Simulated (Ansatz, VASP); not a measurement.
# Al9Sn (Al(110)-(2x1)-Sn surface alloy) in two plane-wave programs, part 2 of 2

One calculation is typed for both programs; each brings its own data sets. How far apart do they land? The cell is taken from a series of runs on this material, whose earlier steps may have relaxed, scaled, displaced or heated it; both programs get it as it stands.

VASP 6.6.1 and Ansatz 0.2.0.

So far: The structure; VASP: single point, LDA.

## (3) Ansatz: single point, LDA

Level of this step: Ansatz beside VASP: Kohn-Sham DFT, plane waves, LDA (Ansatz).

Ansatz runs on its default PAW (the set named soft_2) files.

The same cell, functional (in two slightly different forms), mesh and smearing now go to Ansatz, which takes its cutoff from its data sets.

input.yaml reads:

```yaml
crystal:
  lattice:
    - [4.05, 0.0, 0.0]
    - [0.0, 5.7275649276, 0.0]
    - [0.0, 0.0, 23.3155649276]
  atoms:
    - { symbol: Al, position: [0.0, 0.0, 0.3645633304] }
    - { symbol: Al, position: [0.0, 0.5, 0.3645633304] }
    - { symbol: Al, position: [0.5, 0.25, 0.4259768641] }
    - { symbol: Al, position: [0.5, 0.75, 0.4259768641] }
    - { symbol: Al, position: [0.0, 0.0, 0.4817050468] }
    - { symbol: Al, position: [0.0, 0.5, 0.4858349431] }
    - { symbol: Al, position: [0.5, 0.2456217001, 0.5437826347] }
    - { symbol: Al, position: [0.5, 0.7543782999, 0.5437826347] }
    - { symbol: Al, position: [0.0, 0.0, 0.5981923703] }
    - { symbol: Sn, position: [0.0, 0.5, 0.6140184067] }
kpoints:
  mp_grid: { grid: [16, 10, 1] }
hamiltonian:
  xc: lda
scf:
  occupations: { method: fermi_dirac, width: 0.05 }
  convergence: { dr2_threshold: 1.0e-09 }
  n_extra_bands: 22
efield:
  axis: 3
  dipole_correction: true
  ramp_position: 0.97
  ramp_width: 0.06
output:
  band_densities:
    - { e_range: [-0.05, 0] }
    - { e_range: [-0.4, 0] }
    - { e_range: [-1.2, 0] }
    - { e_range: [0, 0.05] }
    - { e_range: [0, 0.4] }
    - { e_range: [0, 1.2] }
    - { e_range: [-2.0, -1.8] }
    - { e_range: [-1.8, -1.6] }
    - { e_range: [-1.6, -1.4] }
    - { e_range: [-1.4, -1.2] }
    - { e_range: [-1.2, -1.0] }
    - { e_range: [-1.0, -0.8] }
    - { e_range: [-0.8, -0.6] }
    - { e_range: [-0.6, -0.4] }
    - { e_range: [-0.4, -0.2] }
    - { e_range: [-0.2, 0.0] }
    - { e_range: [0.0, 0.2] }
    - { e_range: [0.2, 0.4] }
    - { e_range: [0.4, 0.6] }
    - { e_range: [0.6, 0.8] }
    - { e_range: [0.8, 1.0] }
    - { e_range: [1.0, 1.2] }
    - { e_range: [1.2, 1.4] }
    - { e_range: [1.4, 1.6] }
    - { e_range: [1.6, 1.8] }
    - { e_range: [1.8, 2.0] }
  band_residual_tolerance: 0.0001
  dos: { projected: true, e_range: [-5, 4] }
  write_potential: true
  write_density: true
  volumetric_format: npy
```

On the command line:

```bash
ansatz run input.yaml --threads 2 --pin off --max-ram 3072MiB --backend cpu --events-out ev --progress --plain --runs-dir out
```

Numbers of over 12 decimals in the logs are rounded to 6 here.

The log of the run:

```text
scf.n_extra_bands = 22 over 21 filled bands (N_el = 41.0): the run solves 43 bands
Engine: ansatz 0.2.0, aarch64-unknown-linux-gnu
Pseudopotentials: kind: paw
Pseudopotential: Al, paw, valence charge 3, recommended cutoff 420 eV (normal), Al.paw.azcp
Pseudopotential: Sn, paw, valence charge 14, recommended cutoff 420 eV (normal), Sn.paw.azcp
Functional definition: SPW92
  exchange = slater_x
  correlation = pw_c
Crystal: 10 atoms, lattice volume = 540.843 Å³
Basis set: ecut = 420 eV, 10583 PW (Γ)
Bands: 43, of which v1, the nominal top of the filled ones, is band 21 counted from 1 (20 counted from 0)
Symmetry: 4 space group operations
Space group: Pmm2 (ITA 25), of the structure as read, at distance tolerance 8.1e-5 Å
k-points: 54 of 160
Non-local potential: Al, projectors of the file, l = 0: 2, l = 1: 2, l = 2: 1
Non-local potential: Sn, projectors of the file, l = 0: 2, l = 1: 2, l = 2: 2, l = 3: 2
PAW form: soft (Blöchl's): semilocal exchange-correlation on the pseudo side does not see the compensation charge
PAW frozen core: Al, regenerated for the run's functional, and the local potential with it (the file was generated under x = pbe(κ = 0.804, μ = 0.219515), c = pbe(β = 0.066725))
PAW frozen core: Sn, regenerated for the run's functional, and the local potential with it (the file was generated under x = pbe(κ = 0.804, μ = 0.219515), c = pbe(β = 0.066725))
PAW one-centre angular grid: Al, 110 points (default); XC on 64 Gauss nodes
PAW one-centre angular grid: Sn, 590 points (default); XC on 64 Gauss nodes
Initial density: superposition of atomic densities (neutral atoms: chi_scale 0, normalization atom), corrected by the library's trained network
Initial wavefunctions: pseudopotential atomic-orbital guess
Functional: x = slater, c = lda
SCF iter   1: F=—  HF=-10492.379889 eV  |F-HF|=—  |Δ(HF+E_count)|=         —  Δρ=2.54e-3  dr2=5.85e-2  ethr=1.77e-3  p=-0.005 e·Å  D=-1.53e-3 V/Å  ΔV_dip=0.04 eV  dr2_dipole=2.13e-3  V_vac-E_F(+/−)=4.22/4.18 eV  ⟨swp⟩=8.5  Hψ=13362  notcnv=0  defer=324
efield: sawtooth ramp at fractional position 0.9700 (set: `efield.ramp_position`, or a place that a band, a saddle search or an elastic batch's reference lends), width 0.0600; the density the first Hamiltonian is built on has a dipole p = -0.005 e·Å; the dipole correction subtracts the counter field D = -1.53e-3 V/Å, which shifts the + side's vacuum level by +0.04 eV against the − side's; the planar-averaged density in the ramp window peaks in size at 1.3e-5 e/Å³
preconditioner: auto → LDOS  [metal: Δε(μ)=0.005 eV  Ē_g=8.027 eV  σ=0.050 eV  W_gap=0.03  n_scr=48 (ndim 8)  ℏωp=8.9 eV  f_vac=0.562  D(μ)=4.90/eV (n_scr^D=18)  β→1.0]
SCF iter   2: F=—  HF=-10492.367056 eV  |F-HF|=—  |Δ(HF+E_count)|=   1.28e-2  Δρ=6.88e-4  dr2=4.47e-3  ethr=1.43e-4  p=-0.004 e·Å  D=-1.37e-3 V/Å  ΔV_dip=0.03 eV  dr2_dipole=3.31e-4  V_vac-E_F(+/−)=4.24/4.21 eV  ⟨swp⟩=2.3  Hψ=4350  notcnv=0  defer=664
SCF iter   3: F=—  HF=-10492.366514 eV  |F-HF|=—  |Δ(HF+E_count)|=   5.42e-4  Δρ=3.53e-4  dr2=8.19e-4  ethr=1.09e-5  p=-0.003 e·Å  D=-1.06e-3 V/Å  ΔV_dip=0.02 eV  dr2_dipole=1.79e-5  V_vac-E_F(+/−)=4.23/4.21 eV  ⟨swp⟩=2.0  Hψ=2903  notcnv=0  defer=664
SCF iter   4: F=—  HF=-10492.366275 eV  |F-HF|=—  |Δ(HF+E_count)|=   2.39e-4  Δρ=8.66e-5  dr2=9.05e-5  ethr=2.00e-6  p=-0.004 e·Å  D=-1.27e-3 V/Å  ΔV_dip=0.03 eV  dr2_dipole=9.27e-6  V_vac-E_F(+/−)=4.23/4.20 eV  ⟨swp⟩=2.1  Hψ=2764  notcnv=0  defer=664
SCF iter   5: F=—  HF=-10492.366268 eV  |F-HF|=—  |Δ(HF+E_count)|=   7.97e-6  Δρ=3.18e-5  dr2=8.50e-6  ethr=2.21e-7  p=-0.004 e·Å  D=-1.28e-3 V/Å  ΔV_dip=0.03 eV  dr2_dipole=1.23e-7  V_vac-E_F(+/−)=4.23/4.20 eV  ⟨swp⟩=2.4  Hψ=2665  notcnv=0  defer=664
SCF iter   6: F=—  HF=-10492.366269 eV  |F-HF|=—  |Δ(HF+E_count)|=   1.12e-6  Δρ=5.11e-6  dr2=2.20e-7  ethr=2.07e-8  p=-0.004 e·Å  D=-1.29e-3 V/Å  ΔV_dip=0.03 eV  dr2_dipole=1.85e-8  V_vac-E_F(+/−)=4.23/4.20 eV  ⟨swp⟩=2.1  Hψ=2779  notcnv=0  defer=664
SCF iter   7: F=—  HF=-10492.366278 eV  |F-HF|=—  |Δ(HF+E_count)|=   9.09e-6  Δρ=1.17e-6  dr2=1.90e-8  ethr=5.36e-10  p=-0.004 e·Å  D=-1.29e-3 V/Å  ΔV_dip=0.03 eV  dr2_dipole=7.70e-11  V_vac-E_F(+/−)=4.23/4.20 eV  ⟨swp⟩=2.0  Hψ=2797  notcnv=0  defer=664
SCF iter   8: F=-10492.366278 eV  HF=-10492.366278 eV  |F-HF|=1.99e-9  |Δ(HF+E_count)|=   2.81e-8  Δρ=3.00e-7  dr2=6.67e-10  ethr=2.44e-12  p=-0.004 e·Å  D=-1.29e-3 V/Å  ΔV_dip=0.03 eV  dr2_dipole=9.47e-12  V_vac-E_F(+/−)=4.23/4.20 eV  ⟨swp⟩=22.8  Hψ=18875  notcnv=0
SCF 1 converged in 8 iterations: F = -10492.366278 eV  dr2 = 6.67e-10
  greatest PAW one-centre occupation: 0.992 electrons in one spin orbital (limit 2), on the Sn atom at site 9 (counted from 0), in its partial waves of l = 2
WARN: The output density's exchange-correlation potential varies sharply where the density is thin. Do not read a vacuum level from v_tot or v_xc, or from such a field of the output density. On a cell that repeats whose density bears no net charge and no dipole along the vacuum's axis use v_es (v_loc + v_h of the components); under efield.dipole_correction with no amplitude use v_es + v_field, which holds any externa [...]
SCF converged after 8 iterations
Free energy (F): -10492.366278 eV
Harris-Foulkes:  -10492.366278 eV  (|F-HF|=1.99e-9)
Internal energy: -10492.326040 eV  (E = F + TS)
E sigma→0 (E₀):  -10492.346159 eV
Entropy (-TS):   -0.040238 eV (-4.024 meV/atom)
Fermi energy:    -0.139653 eV
Dipole field:    D = -0.001285 V/Å  (p = -0.003840 e·Å, saw-weighted, corrected)
Work function:   Φ+ = 4.2302 eV   Φ− = 4.2003 eV
Levels:          The Fermi level and band energies are counted from a zero that moves with the ramp; work functions are not
--- Per-component energies (eV) ---
  E_band       = -349.726251
  E_kinetic    = 385.911014
  E_local      = -12869.231848  (includes V_loc(G=0)·N_el)
  E_nonlocal   = 72.588965
  E_hartree    = 6402.933340
  E_xc         = -727.826653
  E_vxc        = -355.316936  (∫ρ·V_xc dr)
  E_paw        = -7983.133281  (= ΣΔE_a)
  E_vpaw       = -389.568285  (= ΣTr[D̂ρ^β])
  E_aug_tail   = -0.000036  (compensation charges beyond the density's cutoff)
  E_efield     = 0.000002  (sawtooth field / dipole correction)
  E_vefield    = 0.023952  (∫n·V_field dr)
  E_ewald      = 4225.506110
  E_core_change = 0.926347  (= ΣΔE_core)
  E_smearing   = -0.040238  (= −TS)
  E_closure    = -0.000000  (closes the sum)
  Σ components = -10492.366278   (vs F -10492.366278, Δ=0.00e0)
--- Band table (eV; the first three rows and the last of 54) ---
  k-point 0: bands = [... 17 lower, -1.1600, -1.0736, 0.1466, 0.6133, 1.0677, 1.2693, 1.4418, 1.4613, ... 18 higher]
  k-point 1: bands = [... 17 lower, -1.0313, -1.0239, -0.2593, 0.6060, 0.6273, 1.4217, 1.5517, 1.7348, ... 18 higher]
  k-point 2: bands = [... 17 lower, -0.9047, -0.7261, -0.3209, -0.0909, 0.7464, 1.3812, 1.4540, 1.6071, ... 18 higher]
  k-point 53: bands = [... 17 lower, -1.6629, -1.2727, 0.6654, 0.7084, 0.7340, 1.0159, 1.0835, 1.1172, ... 18 higher]
--- Band densities, each state counted as filled ---
  window                                       electrons  max residual (eV)  cut levels
  e_range: [-0.05, 0]                           0.150000             6.9e-6           0
  e_range: [-0.4, 0]                            1.600000             6.9e-6           0
  e_range: [-1.2, 0]                            5.162500             6.9e-6           0
  e_range: [0, 0.05]                            0.350000             1.0e-5           0
  e_range: [0, 0.4]                             1.875000             4.3e-5           0
  e_range: [0, 1.2]                             6.262500             4.3e-5           0
  e_range: [-2, -1.8]                           0.812500             4.6e-6           0
  e_range: [-1.8, -1.6]                         0.637500             4.6e-6           0
  e_range: [-1.6, -1.4]                         0.725000             4.2e-6           0
  e_range: [-1.4, -1.2]                         0.837500             5.1e-6           0
  e_range: [-1.2, -1]                           0.987500             5.3e-6           0
  e_range: [-1, -0.8]                           0.725000             5.5e-6           0
  e_range: [-0.8, -0.6]                         0.800000             5.6e-6           0
  e_range: [-0.6, -0.4]                         1.050000             5.5e-6           0
  e_range: [-0.4, -0.2]                         0.475000             5.0e-6           0
  e_range: [-0.2, 0]                            1.125000             6.9e-6           0
  e_range: [0, 0.2]                             0.912500             1.8e-5           0
  e_range: [0.2, 0.4]                           0.962500             4.3e-5           0
  e_range: [0.4, 0.6]                           1.175000             4.3e-5           0
  e_range: [0.6, 0.8]                           1.012500             3.3e-5           0
  e_range: [0.8, 1]                             1.137500             3.1e-5           0
  e_range: [1, 1.2]                             1.062500             3.3e-5           0
  e_range: [1.2, 1.4]                           0.962500             3.3e-5           0
  e_range: [1.4, 1.6]                           1.050000             3.4e-5           0
  e_range: [1.6, 1.8]                           0.900000             3.1e-5           0
  e_range: [1.8, 2]                             1.250000             2.9e-5           0
```

## (4) Comparison

Known differences besides the potentials themselves: the cutoff is 420 eV in Ansatz and 400 eV in VASP; VASP's log shows a relativistic correction to its local exchange, Ansatz's none. Total energies have different zeros and are not compared.

The two programs side by side:

```
                                   quantity  Ansatz  VASP  difference
 work function, lower of the two faces (eV)    4.20  4.20        0.00
work function, higher of the two faces (eV)    4.23  4.23        0.00
```

With vacuum in the cell, a pressure given here is an average over mostly empty space and none of the material.

## (5) What came out

- difference in work function, higher of the two faces (single point, LDA): -0.0019 eV

**Reading.** The difference in work function, higher of the two faces is -0.0019 eV (single point, LDA). Such differences can come from data sets, numerical settings and the points named under the comparisons, not from the functional's error against experiment.

[Lines on the potential files, build, host, timing and source positions are cut from VASP's logs without a mark.]

[Logs are printed without paths, hosts, clocks, repeated set-up lines and the standing remarks that a program may print on its own settings, such as how far it seeks lower states.]

[Hosts, paths, dates, database ids (printed as entryN), source tags and the programs' standing remarks are cut or masked in the printed files.]
